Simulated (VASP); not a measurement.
Input of a VASP 6.6.1 run:

File INCAR:

```
SYSTEM = Al
  ALGO = Normal
  EDIFF = 1E-7
  ENCUT = 520
  GGA = CA
  ISIF = 2
  ISMEAR = 0
  LASPH = .TRUE.
  LCHARG = .FALSE.
  LREAL = .FALSE.
  LWAVE = .FALSE.
  NELM = 100
  PREC = Accurate
  SIGMA = 0.1
```

KPOINTS

```
k-points
0
G
  18 18 18
  0 0 0
```

The input POSCAR:

```
Al                                      
1.0
    0.0000000000      2.0314222501      2.0314222501
    2.0314222501      0.0000000000      2.0314222501
    2.0314222501      2.0314222501      0.0000000000
  Al            
     1
Direct
     0.0000000000000000    0.0000000000000000    0.0000000000000000
```

Potentials or basis: VASP PAW LDA potentials, release 64 (Al).

The run is started by

```console
$ cat potpaw_LDA.64/Al/POTCAR > POTCAR
$ mpirun -np 1 vasp_std > vasp.out
```

Task: Predict the pressure.

Result: -4.2 GPa.

Task: What does it give for the band gap on the k mesh?

Result: None (metal or under the smearing width).
